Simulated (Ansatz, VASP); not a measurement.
**ZrB: VASP beside Ansatz**

One calculation is typed for both programs; each brings its own data sets. How far apart do they land? The cell is taken from a series of runs on this material, whose earlier steps may have relaxed, scaled, displaced or heated it; both programs get it as it stands.

Program: Ansatz 0.2.0. Level of theory: plane waves, with VASP 6.6.1 beside it; relaxation of cell and atoms at PBEsol and zone-centre phonons at PBEsol. Results are calculated unless marked as measured.

## 1. Set-up

The structure is cubic, space group Fm-3m (No. 225). The conventional cell has a = 4.863 Å, b = 4.863 Å, c = 4.863 Å, α = 90.00°, β = 90.00°, γ = 90.00°. Zr has 6 B at 2.43 Å nearest. B has 6 Zr at 2.43 Å nearest. Farther neighbours are not listed.

## 2. VASP: relaxation of cell and atoms, PBEsol, pair 1

The relaxed volume is the usual yardstick between codes: in a stiff, nearly cubic crystal its relative difference is about their pressure difference at one cell divided by the bulk modulus.

Lines of VASP's logs that name or quote its potential files are left out, and so is its time.

INCAR

```
SYSTEM = ZrB
PREC = Accurate
ENCUT = 500
EDIFF = 1E-07
NELM = 120
ISMEAR = 1
SIGMA = 0.2
LREAL = .FALSE.
ALGO = Normal
GGA = PS
NBANDS = 13
LASPH = .TRUE.
LORBIT = 11
LWAVE = .FALSE.
LCHARG = .FALSE.
ISIF = 3
IBRION = 2
NSW = 80
EDIFFG = -0.005
GGA_COMPAT = .FALSE.
NELMIN = 4
KPAR = 2
```

POSCAR

```
ZrB
1.0
    0.0000000000      2.4313050000      2.4313050000
    2.4313050000      0.0000000000      2.4313050000
    2.4313050000      2.4313050000      0.0000000000
Zr B
1 1
Direct
    0.0000000000      0.0000000000      0.0000000000
    0.5000000000      0.5000000000      0.5000000000
```

KPOINTS

```
Automatic mesh
0
Gamma
16 16 16
0 0 0
```

PAW data sets: Zr_sv and B (PBE family, release 64).

Launch:

```sh
> mpirun -np 2 vasp_std
```

Numbers of over 12 decimals in the logs are rounded to 6 here.

Output:

```text
[banner, memory and clock lines left out]
running    2 mpi-ranks, on    1 nodes
 distrk:  each k-point on    1 cores,    2 groups
 distr:  one band on    1 cores,    1 groups

 POSCAR found type information on POSCAR ZrB
 POSCAR found :  2 types and       2 ions
|                                                                             |
|               ----> ADVICE to this user running VASP <----                  |
|                                                                             |
|     You enforced a specific xc type in the INCAR file but a different       |
|     [... a line on the potential file left out ...]
|     I HOPE YOU KNOW WHAT YOU ARE DOING!                                     |
|                                                                             |

 LDA part: xc-table for (Slater+PW92), standard interpolation
 POSCAR, INCAR and KPOINTS ok, starting setup
 FFT: planning ... GRIDC
 FFT: planning ... GRID_SOFT
 FFT: planning ... GRID
 WAVECAR not read
 entering main loop
       N       E                     dE             d eps       ncg     rms          rms(c)
DAV:   1     0.940440524541E+02    0.94044E+02   -0.76624E+03  3770   0.107E+03
DAV:   2    -0.144908687854E+02   -0.10853E+03   -0.10333E+03  4515   0.289E+02
DAV:   3    -0.185799381881E+02   -0.40891E+01   -0.40277E+01  5834   0.483E+01
DAV:   4    -0.186953265353E+02   -0.11539E+00   -0.11525E+00  4473   0.734E+00
DAV:   5    -0.186978577497E+02   -0.25312E-02   -0.25311E-02  5566   0.843E-01    0.183E+01
DAV:   6    -0.169438813844E+02    0.17540E+01   -0.37171E+00  4270   0.149E+01    0.666E+00
DAV:   7    -0.169239284749E+02    0.19953E-01   -0.26872E-01  5669   0.370E+00    0.285E+00
DAV:   8    -0.169206130713E+02    0.33154E-02   -0.23014E-02  4625   0.138E+00    0.230E-01
DAV:   9    -0.169205965348E+02    0.16537E-04   -0.17665E-03  5473   0.280E-01    0.110E-01
DAV:  10    -0.169206663842E+02   -0.69849E-04   -0.20625E-04  4453   0.169E-01    0.686E-03
DAV:  11    -0.169206667535E+02   -0.36929E-06   -0.70677E-06  4791   0.265E-02    0.397E-03
DAV:  12    -0.169206658700E+02    0.88345E-06   -0.66485E-07  4278   0.935E-03    0.103E-03
DAV:  13    -0.169206658470E+02    0.23074E-07   -0.30509E-08  2250   0.178E-03
   1 F= -.16920666E+02 E0= -.16920968E+02  d E =-.169207E+02
 curvature:   0.00 expect dE= 0.000E+00 dE for cont linesearch  0.000E+00
 trial: gam= 0.00000 g(F)=  0.586E-64 g(S)=  0.818E-04 ort = 0.000E+00 (trialstep = 0.100E+01)
 search vector abs. value=  0.818E-04
 bond charge predicted
       N       E                     dE             d eps       ncg     rms          rms(c)
DAV:   1    -0.169212852742E+02   -0.61940E-03   -0.19143E-02  4105   0.146E+00    0.293E-01
DAV:   2    -0.169207131314E+02    0.57214E-03   -0.14423E-03  4125   0.434E-01    0.756E-02
DAV:   3    -0.169206380858E+02    0.75046E-04   -0.53471E-04  5611   0.175E-01    0.405E-02
DAV:   4    -0.169206492621E+02   -0.11176E-04   -0.13360E-05  4604   0.319E-02    0.181E-02
DAV:   5    -0.169206563437E+02   -0.70816E-05   -0.19280E-05  5747   0.247E-02    0.124E-02
DAV:   6    -0.169206573573E+02   -0.10137E-05   -0.20521E-06  6587   0.104E-02    0.364E-03
DAV:   7    -0.169206571085E+02    0.24881E-06   -0.14584E-07  3129   0.414E-03    0.906E-04
DAV:   8    -0.169206570620E+02    0.46499E-07   -0.13449E-08  1985   0.143E-03
   2 F= -.16920657E+02 E0= -.16920960E+02  d E =0.878493E-05
 trial-energy change:    0.000009  1 .order    0.000008   -0.000082    0.000097
 step:   0.4480(harm=  0.4569)  dis= 0.00000  next Energy=   -16.920684 (dE=-0.182E-04)
 bond charge predicted
       N       E                     dE             d eps       ncg     rms          rms(c)
DAV:   1    -0.169208747341E+02   -0.21763E-03   -0.58329E-03  4105   0.805E-01    0.162E-01
DAV:   2    -0.169206970065E+02    0.17773E-03   -0.43439E-04  4110   0.238E-01    0.418E-02
DAV:   3    -0.169206736433E+02    0.23363E-04   -0.16463E-04  5619   0.973E-02    0.225E-02
DAV:   4    -0.169206787353E+02   -0.50920E-05   -0.40389E-06  4578   0.177E-02    0.995E-03
DAV:   5    -0.169206824531E+02   -0.37178E-05   -0.58345E-06  5688   0.136E-02    0.688E-03
DAV:   6    -0.169206838171E+02   -0.13640E-05   -0.63576E-07  6199   0.580E-03    0.200E-03
DAV:   7    -0.169206840423E+02   -0.22523E-06   -0.45626E-08  2060   0.231E-03    0.501E-04
DAV:   8    -0.169206840686E+02   -0.26280E-07   -0.78402E-09  1890   0.106E-03
   3 F= -.16920684E+02 E0= -.16920986E+02  d E =-.182216E-04
 curvature:  -0.23 expect dE=-0.971E-08 dE for cont linesearch -0.971E-08
 trial: gam=-0.02228 g(F)=  0.460E-61 g(S)=  0.425E-07 ort = 0.186E-05 (trialstep = 0.890E+00)
 search vector abs. value=  0.122E-09
 reached required accuracy - stopping structural energy minimisation
```

OUTCAR, selected parts (step 2):

```text
ion  position               nearest neighbor table
   1  0.000  0.000  0.000-   2 2.43   2 2.43   2 2.43   2 2.43   2 2.43   2 2.43
   2  0.500  0.500  0.500-   1 2.43   1 2.43   1 2.43   1 2.43   1 2.43   1 2.43

  LATTYP: Found a face centered cubic cell.
 ALAT       =     4.8626100000

 Subroutine GETGRP returns: Found 48 space group operations
 (whereof 48 operations were pure point group operations)

The static configuration has the point symmetry O_h .

 Found    145 irreducible k-points:

   k-points           NKPTS =    145   k-points in BZ     NKDIM =    145   number of bands    NBANDS=     13

   dimension x,y,z NGX =    28 NGY =   28 NGZ =   28
   dimension x,y,z NGXF=    56 NGYF=   56 NGZF=   56

   ENCUT  =  500.0 eV  36.75 Ry    6.06 a.u.   6.27  6.27  6.27*2*pi/ulx,y,z

   NELECT =      15.0000    total number of electrons

 k-points in reciprocal lattice and weights: Automatic mesh
   0.00000000  0.00000000  0.00000000       0.000
   0.06250000  0.00000000  0.00000000       0.002
   0.12500000  0.00000000  0.00000000       0.002
   0.18750000  0.00000000  0.00000000       0.002
   0.25000000  0.00000000  0.00000000       0.002
   0.31250000  0.00000000  0.00000000       0.002
   0.37500000  0.00000000  0.00000000       0.002
   0.43750000  0.00000000  0.00000000       0.002
   0.50000000  0.00000000  0.00000000       0.001
[...]
-0.31250000  0.50000000  0.18750000       0.003
  -0.25000000  0.50000000  0.25000000       0.001

 average (electrostatic) potential at core
       1 -74.2923       2 -23.6262

 E-fermi :   7.5684

 k-point     1 :       0.0000    0.0000    0.0000
  band No.  band energies     occupation
      1     -39.6816      2.00000
      2     -17.5288      2.00000
      3     -17.5288      2.00000
      4     -17.5288      2.00000
      5      -0.5022      2.00000
      6       9.3161     -0.00000
      7       9.3161     -0.00000
      8       9.3161     -0.00000
      9      10.7939     -0.00000
     10      10.7939     -0.00000
    ...

 k-point     2 :       0.0625    0.0000    0.0000
  band No.  band energies     occupation
      1     -39.6792      2.00000
      2     -17.5529      2.00000
      3     -17.5312      2.00000
      4     -17.5312      2.00000
      5      -0.4116      2.00000
      6       9.0152     -0.00000
      7       9.2737     -0.00000
      8       9.2737     -0.00000
      9      10.0922     -0.00000
     10      10.0922     -0.00000
    ...

 k-point     3 :       0.1250    0.0000    0.0000
  band No.  band energies     occupation
      1     -39.6721      2.00000
      2     -17.6209      2.00000
      3     -17.5381      2.00000
      4     -17.5381      2.00000
      5      -0.1467      2.00000
      6       8.3394     -0.00000
      7       8.8044     -0.00000
      8       8.8044     -0.00000
      9       9.9324     -0.00000
     10       9.9324     -0.00000
    ...

  Total        0.0007666      0.0007666      0.0007666     -0.0000000     -0.0000000      0.0000000
  in kB        0.0426813      0.0426813      0.0426813     -0.0000000     -0.0000000      0.0000000
  external PRESSURE =       0.0426813 kB  Pullay stress =       0.0000000 kB

  energy-cutoff  :      500.00
  volume of cell :       28.78
      direct lattice vectors                 reciprocal lattice vectors
     0.000000000  2.432188352  2.432188352    -0.205576184  0.205576184  0.205576184
     2.432188352  0.000000000  2.432188352     0.205576184 -0.205576184  0.205576184
     2.432188352  2.432188352  0.000000000     0.205576184  0.205576184 -0.205576184

 POSITION                                       TOTAL-FORCE (eV/Angst)
 -----------------------------------------------------------------------------------
      0.00000      0.00000      0.00000        -0.000000      0.000000     -0.000000
      2.43219      2.43219      2.43219         0.000000     -0.000000      0.000000
 -----------------------------------------------------------------------------------
    total drift:                               -0.000000      0.000000      0.000000

  FREE ENERGIE OF THE ION-ELECTRON SYSTEM (eV)
  ---------------------------------------------------
  free  energy   TOTEN  =       -16.9206840686 eV

  energy  without entropy=      -16.9215912350  energy(sigma->0) =      -16.92098646

 reached required accuracy - stopping structural energy minimisation

 total charge
# of ion       s       p       d       tot
------------------------------------------
    1        2.185   6.015   1.673   9.873
    2        0.767   1.014   0.000   1.781
--------------------------------------------------
tot          2.952   7.029   1.673  11.654

[... 3 further parts left out ...]
```

CONTCAR:

```
ZrB
   1.00000000000000
     0.0000000000000000    2.4321883517014529    2.4321883517014529
     2.4321883517014529    0.0000000000000000    2.4321883517014529
     2.4321883517014529    2.4321883517014529    0.0000000000000000
  Zr              B
     1     1
Direct
     0.0000000000000000    0.0000000000000000    0.0000000000000000
     0.5000000000000000    0.5000000000000000    0.5000000000000000
```

This run has no spin polarisation. Its electron count is odd, so without a moment it is a metal by construction.

## 3. Ansatz: relaxation of cell and atoms, PBEsol, pair 1

Ansatz runs on its PAW soft_1 files.

The same cell, functional, mesh and smearing now go to Ansatz, which takes its cutoff from its data sets.

input.yaml

```yaml
crystal:
  lattice:
    - [0.0, 2.431305017, 2.431305017]
    - [2.431305017, 0.0, 2.431305017]
    - [2.431305017, 2.431305017, 0.0]
  atoms:
    - { symbol: Zr, position: [0.0, 0.0, 0.0] }
    - { symbol: B, position: [0.5, 0.5, 0.5] }
kpoints:
  mp_grid: { grid: [16, 16, 16] }
hamiltonian:
  xc: pbesol
  pseudopotentials: { kind: paw, azcp: { folder: soft_1 }, xc_functional: pbe }
scf:
  occupations: { method: methfessel_paxton, width: 0.2 }
output:
  forces: true
  stress: true
  eigenvalues: true
relax:
  adjacent_minimum: "off"
  f_tol: 0.001
  max_steps: 60
  cell: { stress_tol: 0.01 }
```

Launch:

```sh
> ansatz run input.yaml --threads 4 --pin off --max-ram 10240MiB --backend cpu --events-out ev --progress --plain --runs-dir out
```

Output:

```text
Engine: ansatz 0.2.0, aarch64-unknown-linux-gnu
Pseudopotentials: kind: paw
Pseudopotential: Zr, paw, valence charge 12, recommended cutoff 420 eV (normal), soft_1/Zr.paw.azcp
Pseudopotential: B, paw, valence charge 3, recommended cutoff 420 eV (normal), soft_1/B.paw.azcp
Functional definition: PBEsol
  exchange = pbesol_x
  correlation = pbesol_c
Crystal: 2 atoms, lattice volume = 28.744 Å³
Basis set: ecut = 420 eV, 537 PW (Γ), exchange–correlation on 48×48×48 points (8 copies of the dense FFT grid, shifted against one another)
Bands: 12, of which v1, the nominal top of the filled ones, is band 8 counted from 1 (7 counted from 0)
Symmetry: 48 space group operations
Space group: Fm-3m (ITA 225), of the structure as read, at distance tolerance 3.1e-5 Å
k-points: 145 of 4096
Non-local potential: Zr, projectors of the file, l = 0: 3, l = 1: 2, l = 2: 2, l = 3: 1
Non-local potential: B, projectors of the file, l = 0: 2, l = 1: 2, l = 2: 1
PAW form: soft (Blöchl's): semilocal exchange-correlation on the pseudo side does not see the compensation charge
PAW frozen core: Zr, regenerated for the run's functional, and the local potential with it (the file was generated under x = pbe(κ = 0.804, μ = 0.219515), c = pbe(β = 0.066725))
PAW frozen core: B, regenerated for the run's functional, and the local potential with it (the file was generated under x = pbe(κ = 0.804, μ = 0.219515), c = pbe(β = 0.066725))
PAW one-centre angular grid: Zr, 590 points (default); XC on 64 Gauss nodes
PAW one-centre angular grid: B, 110 points (default); XC on 64 Gauss nodes
Initial density: superposition of atomic densities (chi_scale 0.1, normalization cell, long waves kept (reshape's long-wave potential 0.00 eV rms))
Initial wavefunctions: pseudopotential atomic-orbital guess
Functional: x = pbesol(κ = 0.804, μ = 0.123457), c = pbesol(β = 0.046)
SCF iter   1: F=—  HF=-4282.555320 eV  |F-HF|=—  |Δ(HF+E_count)|=         —  Δρ=5.60e-2  dr2=1.52e0  ethr=3.10e-3  ⟨swp⟩=5.0  Hψ=8672  notcnv=0
preconditioner: auto → none  [metal: Δε(μ)=0.014 eV  Ē_g=17.710 eV  σ=0.200 eV  W_gap=0.06  n_scr=8 (ndim 8)  ℏωp=25.0 eV  f_vac=0.000  D(μ)=1.13/eV (n_scr^D=14)  sad-step TF]
SCF iter   2: F=—  HF=-4282.338060 eV  |F-HF|=—  |Δ(HF+E_count)|=   2.17e-1  S|Δr|=    0.00e0  Δρ=3.86e-2  dr2=7.28e-1  ethr=3.10e-3  ⟨swp⟩=1.3  Hψ=2945  notcnv=0
SCF iter   3: F=—  HF=-4282.130156 eV  |F-HF|=—  |Δ(HF+E_count)|=   2.08e-1  S|Δr|=    0.00e0  Δρ=3.45e-3  dr2=4.99e-3  ethr=3.10e-3  ⟨swp⟩=2.0  Hψ=2846  notcnv=0
SCF iter   4: F=—  HF=-4282.130322 eV  |F-HF|=—  |Δ(HF+E_count)|=   1.66e-4  S|Δr|=    0.00e0  Δρ=6.94e-4  dr2=1.30e-4  ethr=3.33e-5  ⟨swp⟩=2.1  Hψ=3348  notcnv=0  defer=9
SCF iter   5: F=—  HF=-4282.130281 eV  |F-HF|=—  |Δ(HF+E_count)|=   4.12e-5  S|Δr|=    0.00e0  Δρ=9.92e-5  dr2=2.05e-6  ethr=8.66e-7  ⟨swp⟩=2.0  Hψ=2773  notcnv=0  defer=9
SCF iter   6: F=—  HF=-4282.130279 eV  |F-HF|=—  |Δ(HF+E_count)|=   2.07e-6  S|Δr|=    0.00e0  Δρ=1.94e-5  dr2=5.16e-8  ethr=6.67e-10  ⟨swp⟩=6.9  Hψ=8519  notcnv=0
SCF iter   7: F=-4282.130279 eV  HF=-4282.130279 eV  |F-HF|=1.10e-9  |Δ(HF+E_count)|=   1.13e-8  S|Δr|=    0.00e0  Δρ=2.51e-6  dr2=1.55e-9  ethr=3.44e-10  ⟨swp⟩=2.5  Hψ=6128  notcnv=0
SCF 1 converged in 7 iterations: F = -4282.130279 eV  dr2 = 1.55e-9
  greatest PAW one-centre occupation: 0.996 electrons in one spin orbital (limit 2), on the Zr atom at site 0 (counted from 0), in its partial waves of l = 0
relax step   1: F+E_penalty+E_count = -4282.13027902 eV  Δ(F+E_penalty+E_count) = +0.000e0 eV  max|allowed force component| = 2.268e-30 eV/Å  Δτ_max = 0.0000 Å  P = -0.002 GPa  Ω = 28.744 Å³  (7 SCF iters, dr2 threshold 1.00e-7 eV, accepted)
Initial density: handed on by an earlier stage of this run
Initial wavefunctions: pseudopotential atomic-orbital guess (no wavefunctions were taken with the density)
iter 1 solved again at ethr=4.35e-8 eV; its pass at ethr=3.10e-3 eV (dr2=6.52e-6 eV) is discarded
SCF iter   1: F=—  HF=-4282.130281 eV  |F-HF|=—  |Δ(HF+E_count)|=         —  Δρ=2.72e-6  dr2=2.07e-9  ethr=4.35e-8  ⟨swp⟩=3.0  Hψ=14374  notcnv=0
preconditioner: auto → none  [metal: Δε(μ)=0.028 eV  Ē_g=7.233 eV  σ=0.200 eV  W_gap=0.12  n_scr=8 (ndim 8)  ℏωp=18.3 eV  f_vac=0.000  D(μ)=1.11/eV (n_scr^D=14)]
SCF iter   2: F=—  HF=-4282.130279 eV  |F-HF|=—  |Δ(HF+E_count)|=   1.60e-6  S|Δr|=    0.00e0  Δρ=8.21e-7  dr2=1.53e-10  ethr=1.38e-11  ⟨swp⟩=2.8  Hψ=3155  notcnv=0
SCF iter   3: F=—  HF=-4282.130279 eV  |F-HF|=—  |Δ(HF+E_count)|=  3.09e-11  S|Δr|=    0.00e0  Δρ=3.02e-7  dr2=1.50e-11  ethr=1.02e-12  ⟨swp⟩=2.2  Hψ=2209  notcnv=0
SCF iter   4: F=-4282.130279 eV  HF=-4282.130279 eV  |F-HF|=0.00e0  |Δ(HF+E_count)|=  1.82e-12  S|Δr|=    0.00e0  Δρ=6.47e-8  dr2=5.64e-13  ethr=1.00e-12  ⟨swp⟩=3.4  Hψ=6747  notcnv=0
SCF 2 converged in 4 iterations: F = -4282.130279 eV  dr2 = 5.64e-13
relax step   2: F+E_penalty+E_count = -4282.13027902 eV  Δ(F+E_penalty+E_count) = -5.057e-10 eV  max|allowed force component| = 2.958e-30 eV/Å  Δτ_max = 0.0000 Å  P = -0.002 GPa  Ω = 28.744 Å³  stress off target by 2.17e-3 GPa  SCF on the basis re-selected at this cell (its energy is not comparable with the rows above)  (4 SCF iters)
basis re-selected at this cell: Δ(F+E_penalty+E_count) = -5.057e-10 eV, ΔP = +0.000 GPa vs the last step (what re-selecting the basis moved, of the pressure what is left beyond the Pulay correction that the steps carried, after the strain that the cell walked since its last selection, with what the two solves' SCF thresholds leave and, on support functions, any second-order correction that the steps lacked; it is no  [...]
SCF converged after 4 iterations
Stability not checked: this state was not tested for a lower state beside it, because cold or Methfessel-Paxton smearing, or corrected tetrahedra, fill the levels in a way that the test cannot read (fill_not_monotonic; see scf.lower_state_search)
Free energy (F): -4282.130279 eV
Harris-Foulkes:  -4282.130279 eV  (|F-HF|=0.00e0)
Internal energy: -4282.131182 eV  (E = F + TS)
E sigma→0 (E₀):  -4282.130505 eV
Entropy (-TS):   0.000903 eV (0.451 meV/atom)
Fermi energy:    12.384707 eV
--- Per-component energies (eV) ---
  E_band       = -77.856129
  E_kinetic    = 362.642741
  E_local      = -601.618861  (includes V_loc(G=0)·N_el)
  E_nonlocal   = 85.084171
  E_hartree    = 197.312942
  E_xc         = -186.145641
  E_vxc        = -220.745954  (∫ρ·V_xc dr)
  E_paw        = -2984.762007  (= ΣΔE_a)
  E_vpaw       = -97.844097  (= ΣTr[D̂ρ^β])
  E_aug_tail   = -0.000019  (compensation charges beyond the density's cutoff)
  E_ewald      = -1154.824939
  E_core_change = 0.180432  (= ΣΔE_core)
  E_smearing   = 0.000903  (= −TS)
  E_closure    = 0.000000  (closes the sum)
  Σ components = -4282.130279   (vs F -4282.130279, Δ=0.00e0)
--- Forces (eV/Å), atoms counted from 1 ---
  atom   1  Zr    -0.00000000     0.00000000     0.00000000
  atom   2  B      0.00000000    -0.00000000     0.00000000
  max |Σ_I F_I| component: 3.81e-30 eV/Å
--- Stress (GPa, compression-positive) ---
       -0.002168       0.000000       0.000000
       -0.000000      -0.002168      -0.000000
        0.000000       0.000000      -0.002168
  P = ⅓ Tr σ = -0.0022 GPa (-0.022 kbar)
--- Band table (eV; the first three rows and the last of 145) ---
  k-point 0: bands = [... 4 lower, 4.3088, 14.1325, 14.1325, 14.1325, 15.6124, 15.6124, 15.9087, 15.9087]
  k-point 1: bands = [... 4 lower, 4.3996, 13.8316, 14.0902, 14.0902, 14.9101, 14.9101, 16.0475, 16.8332]
  k-point 2: bands = [... 4 lower, 4.6651, 13.1558, 13.6211, 13.6211, 14.7497, 14.7497, 16.2898, 17.9940]
  k-point 144: bands = [... 4 lower, 7.0601, 11.3211, 11.3211, 11.4877, 16.9463, 16.9463, 18.3005, 19.4241]
--- Relaxed structure (1 steps of the walk, 1 accepted, 1 SCFs on fresh bases) ---
  F+E_penalty+E_count = -4282.13027902 eV   max|allowed force component| = 2.958e-30 eV/Å   (the final SCF, on the basis selected at the relaxed cell)
  cell:  # Å, volume = 28.7441 Å³
    - [0.0, 2.431305017, 2.431305017]
    - [2.431305017, 0.0, 2.431305017]
    - [2.431305017, 2.431305017, 0.0]
  atoms:
    - { symbol: Zr, position: [0.0, 0.0, 0.0] }
    - { symbol: B, position: [0.5, 0.5, 0.5] }
```

In the SCF lines HF is the Harris–Foulkes energy and dr2 the Hartree energy of the density residual, in eV; the loop may stop once dr2 is under the threshold and the program's other checks hold. Hψ counts applications of the Hamiltonian.

## 4. Differences

Known differences besides the potentials themselves: the cutoff is 420 eV in Ansatz and 500 eV in VASP; Ansatz makes its cores anew for this functional, VASP keeps those of its PBE data sets; Ansatz adds a Pulay correction to the stress that steers its cell, VASP none. Total energies have different zeros and are not compared.

Both answers:

| quantity | Ansatz | VASP | difference |
| --- | --- | --- | --- |
| volume (Å³) | 28.74 | 28.78 | -0.11 % |
| edge a after relaxation, in the typed setting (Å) | 3.438 | 3.440 | -0.03 % |

[end of part 1 of 2]

[Lines on the potential files, build, host, timing and source positions are cut from VASP's logs without a mark.]

[Logs are printed without paths, hosts, clocks, repeated set-up lines and the standing remarks that a program may print on its own settings, such as how far it seeks lower states.]

[Hosts, paths, dates, database ids (printed as entryN), source tags and the programs' standing remarks are cut or masked in the printed files.]
